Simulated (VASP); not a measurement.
Write the native input for VASP 6.6.1 that does the following.

- Task: single point
- Functional: PBE
- Potentials or basis: VASP PAW PBE potentials, release 64 (Cs_sv, Cl, Bi_d)
- Cutoff: 520 eV
- k mesh: 2 × 3 × 3
- Occupations: methfessel-paxton, width 0.15 eV
- Spin: no spin polarisation
- Dipole correction: no
- Further INCAR settings: ALGO = Fast; EDIFF = 1e-07; NBANDS = 43

The structure of CsBiCl6 lies in POSCAR:

```
CsBiCl6
1.0
    6.9257720000      0.1894690000     -0.3811090000
   -0.2016660000      6.5044920000     -0.8976680000
   -0.2661310000     -0.6522910000      6.1996890000
Cs Cl Bi
1 6 1
Direct
    0.6074929233      0.6180508146      0.4572509136
    0.9620482336      0.9473070753      0.9031269936
    0.8593990484      0.1152372614      0.4161199883
    0.2580588025      0.2155452450      0.5420348668
    0.1184666482      0.7829348195      0.4951195519
    0.6013428748      0.9453959403      0.0363521242
    0.2946236327      0.2078910948      0.0534531492
    0.9300065979      0.4160903548      0.9328916146
```

The cell was built by a generator and needn't be a form met in nature.

One way to write it, as run:

INCAR

```
SYSTEM = CsBiCl6
PREC = Accurate
ENCUT = 520
EDIFF = 1E-7
ISMEAR = 1
SIGMA = 0.15
LREAL = .FALSE.
LASPH = .TRUE.
NELM = 100
ALGO = Fast
ISIF = 2
LWAVE = .FALSE.
LCHARG = .FALSE.
GGA = PE
NBANDS = 43
```

KPOINTS

```
Automatic mesh
0
G
  2 3 3
  0 0 0
```

Potentials or basis: VASP PAW PBE potentials, release 64 (Cs_sv, Cl, Bi_d).

Run with:

```bash
$ cat potpaw_PBE.64/Cs_sv/POTCAR potpaw_PBE.64/Cl/POTCAR potpaw_PBE.64/Bi_d/POTCAR > POTCAR
$ mpirun -np 1 vasp_std > vasp.out
```

Results of the run:

| Item | Value |
| --- | --- |
| Pressure | -1.2 GPa |
| Largest force | 2.789 eV/Å |
| Band gap on the k mesh | none (metal or under the smearing width) |

Caveat: the k mesh is coarse (spacing up to 0.46 Å⁻¹), so the values aren't converged; spin-orbit coupling is left out, which moves the levels of the heavy elements.

Run time: 2.2 min on 1 thread of Intel(R) Xeon(R) Platinum 8488C (Sapphire Rapids), on a shared host, peak memory 0.39 GiB.
